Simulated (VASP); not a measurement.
# Zr: surface energy and work function by face, part 4 of 5

Aim: compare the low-index faces of Zr at one level of theory.

VASP 6.6.1; r2SCAN; plane waves and PAW (Zr_sv).

So far. Step 4 (Relaxing the slab, 8 atoms, face Zr(0001)): The run ended after 5 ionic steps, 0.103 eV below its first step, once the forces on the free atoms met EDIFFG = -0.03. Step 5 (Vacuum level and density of states, 8 atoms, face …): The vacuum level lies 4.26 eV above the Fermi level at the upper face; both faces agree, as the slab has next to no dipole.

### Step 6. Surface relaxation, 12 atoms, face Zr(10-10)

System of this step: Zr(10-10). The cell holds 12 atoms: 12 Zr. Its edges and angles: a = 3.246 Å, b = 5.150 Å, c = 29.990 Å, α = 90.0°, β = 90.0°, γ = 90.0°. It derives from Zr. 12 layers of hcp Zr, cut at this functional's lattice. Vacuum lies along c.

INCAR

```
SYSTEM = Zr
PREC = Normal
ENCUT = 320
EDIFF = 1E-05
NELM = 120
ISMEAR = 1
SIGMA = 0.15
LREAL = .FALSE.
ALGO = Normal
METAGGA = R2SCAN
LASPH = .TRUE.
NBANDS = 89
LORBIT = 11
LWAVE = .FALSE.
LCHARG = .FALSE.
KPAR = 4
IBRION = 2
NSW = 40
ISIF = 2
EDIFFG = -0.03
POTIM = 0.4
MAXMIX = 40
```

POSCAR

```
Zr
1.0
    3.2455109009      0.0000000000      0.0000000000
    0.0000000000      5.1498710746      0.0000000000
    0.0000000000      0.0000000000     29.9903727383
Zr
12
Direct
    0.0000000000      0.0000000000      0.2500802500
    0.5000000000      0.0000000000      0.3438001600
    0.5000000000      0.5000000000      0.2813202200
    0.0000000000      0.0000000000      0.4375200600
    0.0000000000      0.5000000000      0.3750401300
    0.5000000000      0.0000000000      0.5312399700
    0.5000000000      0.5000000000      0.4687600300
    0.0000000000      0.0000000000      0.6249598700
    0.0000000000      0.5000000000      0.5624799400
    0.5000000000      0.0000000000      0.7186797800
    0.5000000000      0.5000000000      0.6561998400
    0.0000000000      0.5000000000      0.7499197500
```

KPOINTS

```
Automatic mesh
0
Gamma
9 6 1
0 0 0
```

Potentials, in the order of the species: Zr_sv (PBE family, release 64).

On the command line:

```
mpirun -np 4 vasp_std
```

Log:

```text
[banner, memory and clock lines left out]
running    4 mpi-ranks, on    1 nodes
 distrk:  each k-point on    1 cores,    4 groups
 distr:  one band on    1 cores,    1 groups

 POSCAR found type information on POSCAR Zr
 POSCAR found :  1 types and      12 ions
 [... a notice as in an earlier step ...]

 LDA part: xc-table for (None), standard interpolation
 POSCAR, INCAR and KPOINTS ok, starting setup
 FFT: planning ... GRIDC
 FFT: planning ... GRID_SOFT
 FFT: planning ... GRID
 WAVECAR not read
 entering main loop
       N       E                     dE             d eps       ncg     rms          rms(c)
DAV:   1     0.927850002759E+03    0.92785E+03   -0.63870E+04  4464   0.109E+03
DAV:   2    -0.197131999208E+03   -0.11250E+04   -0.10922E+04  3964   0.384E+02
DAV:   3    -0.321455415108E+03   -0.12432E+03   -0.12094E+03  5824   0.757E+01
DAV:   4    -0.349565364574E+03   -0.28110E+02   -0.27813E+02  6144   0.341E+01
DAV:   5    -0.353284829538E+03   -0.37195E+01   -0.37111E+01  5472   0.106E+01    0.425E+01
DAV:   6    -0.312719762149E+03    0.40565E+02   -0.19964E+02  5452   0.426E+01    0.274E+01
DAV:   7    -0.359109113218E+03   -0.46389E+02   -0.13498E+03  5329   0.423E+01    0.296E+01
DAV:   8    -0.271712214239E+03    0.87397E+02   -0.14026E+02  4840   0.254E+01    0.149E+01
DAV:   9    -0.270161833740E+03    0.15504E+01   -0.60067E+01  5016   0.125E+01    0.878E+00
DAV:  10    -0.269357420864E+03    0.80441E+00   -0.12807E+01  5144   0.751E+00    0.506E+00
DAV:  11    -0.269517204297E+03   -0.15978E+00   -0.19010E+00  4856   0.414E+00    0.354E+00
DAV:  12    -0.269295025278E+03    0.22218E+00   -0.63365E-01  4904   0.276E+00    0.233E+00
DAV:  13    -0.269200129568E+03    0.94896E-01   -0.44407E-01  4920   0.259E+00    0.121E+00
DAV:  14    -0.269204121055E+03   -0.39915E-02   -0.37027E-01  4816   0.225E+00    0.785E-01
DAV:  15    -0.269208820251E+03   -0.46992E-02   -0.69450E-02  4816   0.758E-01    0.507E-01
DAV:  16    -0.269214221867E+03   -0.54016E-02   -0.13641E-02  4648   0.396E-01    0.280E-01
DAV:  17    -0.269212651958E+03    0.15699E-02   -0.86054E-03  4936   0.323E-01    0.873E-02
DAV:  18    -0.269214035957E+03   -0.13840E-02   -0.31085E-03  4712   0.181E-01    0.855E-02
DAV:  19    -0.269214309357E+03   -0.27340E-03   -0.77857E-04  4719   0.902E-02    0.361E-02
DAV:  20    -0.269214961084E+03   -0.65173E-03   -0.51695E-04  4696   0.636E-02    0.317E-02
DAV:  21    -0.269215191551E+03   -0.23047E-03   -0.18742E-04  3888   0.447E-02    0.160E-02
DAV:  22    -0.269215329650E+03   -0.13810E-03   -0.58920E-05  3933   0.335E-02    0.103E-02
DAV:  23    -0.269215513351E+03   -0.18370E-03   -0.11388E-04  3591   0.347E-02    0.123E-02
DAV:  24    -0.269215624059E+03   -0.11071E-03   -0.37860E-05  3053   0.259E-02    0.559E-03
DAV:  25    -0.269215689213E+03   -0.65154E-04   -0.20508E-05  2720   0.212E-02    0.269E-03
DAV:  26    -0.269215747732E+03   -0.58519E-04   -0.10689E-05  2656   0.133E-02    0.172E-03
DAV:  27    -0.269215779355E+03   -0.31623E-04   -0.10409E-05  2672   0.133E-02    0.186E-03
DAV:  28    -0.269215790916E+03   -0.11561E-04   -0.30378E-06  2391   0.838E-03    0.991E-04
DAV:  29    -0.269215802681E+03   -0.11765E-04   -0.19850E-06  2343   0.671E-03    0.442E-04
DAV:  30    -0.269215800283E+03    0.23977E-05   -0.13121E-06  2223   0.628E-03
   1 F= -.26921580E+03 E0= -.26921076E+03  d E =-.269216E+03
 curvature:   0.00 expect dE= 0.000E+00 dE for cont linesearch  0.000E+00
 trial: gam= 0.00000 g(F)=  0.167E-01 g(S)=  0.000E+00 ort = 0.000E+00 (trialstep = 0.100E+01)
 search vector abs. value=  0.167E-01
 bond charge predicted
       N       E                     dE             d eps       ncg     rms          rms(c)
DAV:   1    -0.269197369053E+03    0.18434E-01   -0.34036E+00  3564   0.738E+00    0.221E-01
DAV:   2    -0.269229421533E+03   -0.32052E-01   -0.94296E-02  4132   0.111E+00    0.147E-01
DAV:   3    -0.269229842239E+03   -0.42071E-03   -0.49856E-03  5670   0.196E-01    0.114E-01
DAV:   4    -0.269230446609E+03   -0.60437E-03   -0.12009E-03  4438   0.157E-01    0.398E-02
DAV:   5    -0.269230414466E+03    0.32143E-04   -0.25914E-04  4646   0.652E-02    0.276E-02
DAV:   6    -0.269230547027E+03   -0.13256E-03   -0.19071E-04  4343   0.497E-02    0.121E-02
DAV:   7    -0.269230623606E+03   -0.76579E-04   -0.45941E-05  3061   0.270E-02    0.548E-03
DAV:   8    -0.269230640630E+03   -0.17024E-04   -0.10766E-05  2719   0.133E-02    0.528E-03
DAV:   9    -0.269230639475E+03    0.11548E-05   -0.46638E-06  2359   0.100E-02
   2 F= -.26923064E+03 E0= -.26922576E+03  d E =-.148392E-01
[... from here on, the cycles between the ionic steps are left out ...]
   3 F= -.26925312E+03 E0= -.26924886E+03  d E =-.373223E-01
   4 F= -.26925359E+03 E0= -.26924949E+03  d E =-.377926E-01
   5 F= -.26925702E+03 E0= -.26925268E+03  d E =-.342406E-02
   6 F= -.26925877E+03 E0= -.26925406E+03  d E =-.517907E-02
   7 F= -.26925948E+03 E0= -.26925481E+03  d E =-.704123E-03
   8 F= -.26926007E+03 E0= -.26925544E+03  d E =-.129745E-02
   9 F= -.26926069E+03 E0= -.26925601E+03  d E =-.619332E-03
 ZBRENT: can't locate minimum, use default step
 trial-energy change:   -0.000619  1 .order   -0.000641   -0.000717   -0.000565
 step:   7.0340(harm=  8.3063)  dis= 0.01364  next Energy=  -269.261762 (dE=-0.169E-02)
 bond charge predicted
       N       E                     dE             d eps       ncg     rms          rms(c)
DAV:   1    -0.269220157208E+03    0.40525E-01   -0.42767E+00  3560   0.921E+00    0.182E-01
DAV:   2    -0.269261100061E+03   -0.40943E-01   -0.12329E-01  3690   0.143E+00    0.394E-02
DAV:   3    -0.269261908186E+03   -0.80812E-03   -0.54902E-03  5635   0.209E-01    0.208E-02
DAV:   4    -0.269261986084E+03   -0.77898E-04   -0.18049E-04  4559   0.553E-02    0.138E-02
DAV:   5    -0.269262028263E+03   -0.42179E-04   -0.28205E-05  3469   0.270E-02    0.130E-02
DAV:   6    -0.269262023363E+03    0.49004E-05   -0.10834E-05  2569   0.181E-02
  10 F= -.26926202E+03 E0= -.26925727E+03  d E =-.195400E-02
 curvature:  -7.41 expect dE=-0.534E-03 dE for cont linesearch -0.282E-03
 trial: gam=-0.01333 g(F)=  0.720E-04 g(S)=  0.000E+00 ort = 0.170E-03 (trialstep = 0.281E+01)
 search vector abs. value=  0.676E-04
 reached required accuracy - stopping structural energy minimisation
```

Run time: 24 min. Hardware: 4 MPI ranks of Intel Xeon Platinum 8488C (Sapphire Rapids), shared host; peak memory 1.7 GiB.

Parts of OUTCAR (step 6):

```text
   k-points           NKPTS =     20   k-points in BZ     NKDIM =     20   number of bands    NBANDS=     89

   ENCUT  =  320.0 eV  23.52 Ry    4.85 a.u.   4.73  7.51 43.74*2*pi/ulx,y,z

   NELECT =     144.0000    total number of electrons

 E-fermi :   3.4749

 k-point     1 :       0.0000    0.0000    0.0000
  band No.  band energies     occupation
    ...
     65       3.0021      2.00008
     66       3.0409      2.00033
     67       3.1343      2.00606
     68       3.1385      2.00676
     69       3.4226      1.55269
     70       3.6443     -0.06771
     71       3.9314     -0.00015
     72       4.0022     -0.00001
     73       4.1665     -0.00000
     74       4.2711     -0.00000
    ...

  Total       -5.7661350     -4.0293117     -1.5741397      0.0000000      0.0000000      0.0000000
  in kB      -18.4303717    -12.8789410     -5.0314430      0.0000000      0.0000000      0.0000000
  external PRESSURE =     -12.1135852 kB  Pullay stress =       0.0000000 kB

 POSITION                                       TOTAL-FORCE (eV/Angst)
 -----------------------------------------------------------------------------------
      0.00000      0.00000      7.60360         0.000000      0.000000      0.014716
      1.62276      0.00000     10.29514         0.000000      0.000000      0.023383
      1.62276      2.57494      8.47169         0.000000      0.000000     -0.003132
      0.00000      0.00000     13.10705         0.000000      0.000000      0.003938
      0.00000      2.57494     11.24129         0.000000      0.000000      0.011010
      1.62276      0.00000     15.93817         0.000000      0.000000     -0.004800
      1.62276      2.57494     14.05220         0.000000      0.000000      0.004800
      0.00000      0.00000     18.74908         0.000000      0.000000     -0.011010
      0.00000      2.57494     16.88332         0.000000      0.000000     -0.003938
      1.62276      0.00000     21.51868         0.000000      0.000000      0.003132
      1.62276      2.57494     19.69524         0.000000      0.000000     -0.023383
      0.00000      2.57494     22.38678         0.000000      0.000000     -0.014716
 -----------------------------------------------------------------------------------
    total drift:                               -0.000000      0.000000      0.000000

  FREE ENERGIE OF THE ION-ELECTRON SYSTEM (eV)
  ---------------------------------------------------
  free  energy   TOTEN  =      -269.2620233626 eV

  energy  without entropy=     -269.2477565667  energy(sigma->0) =     -269.25726776

[... 1 part as in an earlier step ...]

[... 15 further parts left out ...]
```

CONTCAR:

```
Zr
   1.00000000000000
     3.2455109008999998    0.0000000000000000    0.0000000000000000
     0.0000000000000000    5.1498710746000000    0.0000000000000000
     0.0000000000000000    0.0000000000000000   29.9903727382999996
  Zr
    12
Direct
     0.0000000000000000    0.0000000000000000    0.2535345434001012
     0.5000000000000000    0.0000000000000000    0.3432813913969072
     0.5000000000000000    0.5000000000000000    0.2824804631360266
     0.0000000000000000    0.0000000000000000    0.4370420458211909
     0.0000000000000000    0.5000000000000000    0.3748299896966378
     0.5000000000000000    0.0000000000000000    0.5314430278398379
     0.5000000000000000    0.5000000000000000    0.4685569721601623
     0.0000000000000000    0.0000000000000000    0.6251700103033623
     0.0000000000000000    0.5000000000000000    0.5629579541788092
     0.5000000000000000    0.0000000000000000    0.7175195368639733
     0.5000000000000000    0.5000000000000000    0.6567186086030929
     0.0000000000000000    0.5000000000000000    0.7464654565998988
```

The run keeps the 8 symmetry operations of its start, so it cannot find a distortion of lower symmetry.

The steps of the relaxation:

```csv
step,energy less that of the first step (eV),largest force (eV/Å)
1,0.0000,0.3904
2,-0.0148,0.3117
3,-0.0373,0.1015
4,-0.0378,0.1204
5,-0.0412,0.0801
6,-0.0430,0.0478
7,-0.0437,0.0314
8,-0.0443,0.0480
9,-0.0449,0.0368
10,-0.0462,0.0234
```

The atoms that moved most (Å):

```csv
atom,dx,dy,dz,length
Zr12,0.000,0.000,-0.104,0.104
Zr1,0.000,0.000,0.104,0.104
Zr10,0.000,0.000,-0.035,0.035
Zr3,0.000,0.000,0.035,0.035
Zr2,0.000,0.000,-0.016,0.016
Zr11,0.000,0.000,0.016,0.016
Zr9,0.000,0.000,0.014,0.014
Zr4,0.000,0.000,-0.014,0.014
```

Final coordinates:

```cif
data_structure
_symmetry_space_group_name_H-M 'P 1'
_symmetry_Int_Tables_number 1
_cell_length_a 3.2455
_cell_length_b 5.1499
_cell_length_c 29.9904
_cell_angle_alpha 90.000
_cell_angle_beta 90.000
_cell_angle_gamma 90.000
_cell_volume 501.26
loop_
_atom_site_label
_atom_site_type_symbol
_atom_site_fract_x
_atom_site_fract_y
_atom_site_fract_z
_atom_site_occupancy
Zr1 Zr 0.00000 0.00000 0.25353 1
Zr2 Zr 0.50000 0.00000 0.34328 1
Zr3 Zr 0.50000 0.50000 0.28248 1
Zr4 Zr 0.00000 0.00000 0.43704 1
Zr5 Zr 0.00000 0.50000 0.37483 1
Zr6 Zr 0.50000 0.00000 0.53144 1
Zr7 Zr 0.50000 0.50000 0.46856 1
Zr8 Zr 0.00000 0.00000 0.62517 1
Zr9 Zr 0.00000 0.50000 0.56296 1
Zr10 Zr 0.50000 0.00000 0.71752 1
Zr11 Zr 0.50000 0.50000 0.65672 1
Zr12 Zr 0.00000 0.50000 0.74647 1
```

Numbers from this step:

```yaml
electronic_cycles: 87
electrons: 144
free_energy_toten: -269.2620 eV
energy_at_zero_smearing: -269.2573 eV
fermi_energy: 3.475 eV
```

The run ended after 10 ionic steps, 0.046 eV below its first step, once the forces on the free atoms met EDIFFG = -0.03.

[end of part 4 of 5]

[Lines on the potential files, build, host, timing and source positions are cut from VASP's logs without a mark.]

[Logs are printed without paths, hosts, clocks, repeated set-up lines and the standing remarks that a program may print on its own settings, such as how far it seeks lower states.]

[Hosts, paths, dates, database ids (printed as entryN), source tags and the programs' standing remarks are cut or masked in the printed files.]

[Runs that stopped without an error message from VASP are left out.]
